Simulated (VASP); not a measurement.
Given:

```xyz
6
Lattice="1.7863 -3.0940 0.0000 1.7863 3.0940 0.0000 0.0000 0.0000 14.2818" Properties=species:S:1:pos:R:3 pbc="T T T"
Te     1.7863     1.0313    12.5245
Te     1.7863    -1.0313     5.3836
Te     1.7863    -1.0313     1.7573
Te     1.7863     1.0313     8.8982
Mo     1.7863     1.0313     3.5704
Mo     1.7863    -1.0313    10.7113
```

The numbers are results of optB88-vdW, VASP's PBE PAW potentials (set 64) (plane waves; VASP), not measurements. Run with 520 eV cut-off, Gaussian smearing of 0.050 eV, potentials Te Mo_sv.

Unless said otherwise, spin-orbit coupling is left out, though it shifts the bands of the heavy elements here.

### Question
What does the run give for the band gap (along the path) with the smallest direct gap where there is one?

### Answer

```json
{
 "band gap (along the path)": "0.77 eV",
 "smallest direct gap (along the path)": "0.97 eV"
}
```

The compound is MoTe2 in the 2H layered structure. It was relaxed first, which changed the volume by +5 %.
